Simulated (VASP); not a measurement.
Given:

```
CELL_PARAMETERS angstrom
      0.00000     1.81575     1.81575
      1.81575     0.00000     1.81575
      1.81575     1.81575     0.00000
ATOMIC_POSITIONS crystal
  Cu 0.00000 0.00000 0.00000
```

Calculation: PBE GGA, VASP's PBE PAW potentials (set 64) (plane waves; VASP). Run with PREC = Normal, EDIFF = 1E-5, 400 eV cut-off, 20×20×20 Γ-centred mesh, first-order Methfessel-Paxton smearing of 0.10 eV, potentials Cu.

Q: Estimate the energy per atom (σ→0), band gap (on the k-mesh) with the smallest direct gap where there is one.

A: 
```
Property                                                    Result
------------------------  ----------------------------------------
band gap (on the k-mesh)  none (metal, semimetal or under 0.01 eV)
energy per atom (σ→0)                               -3.730 eV/atom
```

The compound is Cu in the fcc structure. It was relaxed first.
